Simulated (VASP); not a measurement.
Consider the following.

```yaml
crystal:
  lattice:
    - [0.00000, 2.44408, 2.44408]
    - [2.44408, 0.00000, 2.44408]
    - [2.44408, 2.44408, 0.00000]
  atoms:
    - { symbol: Ca, position: [0.00000, 0.00000, 0.00000] }
    - { symbol: O, position: [0.50000, 0.50000, 0.50000] }
```

Computed with vdW-DF2, VASP's PBE PAW potentials (set 64) (plane waves; VASP). Settings: 520 eV cut-off, Gaussian smearing of 0.050 eV, potentials Ca_sv O.

Q: Estimate the band gap (along the path) with the smallest direct gap where there is one.

A: 
- band gap (along the path): 3.71 eV
- smallest direct gap (along the path): 4.08 eV

Total energies compare only between runs with the same potentials, cut-off and functional.

The compound is CaO in the rock salt structure. It was relaxed first.
